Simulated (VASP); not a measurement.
An input for Quantum ESPRESSO's pw.x (written as the equivalent of a VASP run, and not itself run):

```
&CONTROL
  calculation = 'scf'
  pseudo_dir = './pseudo'
  outdir = './out'
  tprnfor = .true.
  tstress = .true.
/
&SYSTEM
  ibrav = 0
  nat = 2
  ntyp = 2
  ecutwfc = 82.3
  occupations = 'smearing'
  smearing = 'gaussian'
  degauss = 0.003675
  input_dft = 'pw91'
/
&ELECTRONS
  conv_thr = 7.3e-08
  electron_maxstep = 100
/
ATOMIC_SPECIES
  Sr 87.620 Sr.upf
  Te 127.600 Te.upf
CELL_PARAMETERS angstrom
     0.0000000    3.3300000    3.3300000
     3.3300000    0.0000000    3.3300000
     3.3300000    3.3300000    0.0000000
ATOMIC_POSITIONS crystal
  Sr   0.0000000  0.0000000  0.0000000
  Te   0.5000000  0.5000000  0.5000000
K_POINTS automatic
  6 6 6 0 0 0
```

Task: Translate this input to VASP (INCAR, KPOINTS, POSCAR, choice of POTCAR).

Result: One answer among several that fit: 
KPOINTS:
```
Automatic mesh
0
Gamma
6 6 6
0 0 0
```

**INCAR**
```
! general
SYSTEM  = SrTe
PREC    = Accurate
ENCUT   = 400
LREAL   = .FALSE.   ! projection in real space or not
LASPH   = .TRUE.   ! aspherical one-centre terms

! electronic loop
EDIFF   = 1E-6
NELM    = 100   ! most electronic steps
ALGO    = Normal
LMAXMIX = 4

! smearing
ISMEAR  = 0
SIGMA   = 0.05   ! width (eV)

! functional
GGA     = 91   ! PW91

! ions
ISIF    = 2   ! forces and stress, cell fixed

! output
LWAVE   = .FALSE.
LCHARG  = .FALSE.
```

### POSCAR
```
SrTe
1
    0.0000000000     3.3300000000     3.3300000000
    3.3300000000     0.0000000000     3.3300000000
    3.3300000000     3.3300000000     0.0000000000
Sr Te
1 1
Direct
  0.0000000000   0.0000000000   0.0000000000
  0.5000000000   0.5000000000   0.5000000000
```

POTCAR, in this order: Sr_sv Te (PBE.64 set). Program: vasp_std.

What does not carry over: the potentials are each code's own (VASP's PAW set, PseudoDojo norm-conserving files in pw.x), so ENCUT and ecutwfc are chosen apart and not converted; conv_thr bounds pw.x's estimated SCF error, while EDIFF bounds the energy change between steps.

The compound is SrTe in the rock salt structure. The cell was not relaxed at this level. The run is one of a series of settings (GGA = 91 against the base run), some of them coarse on purpose.
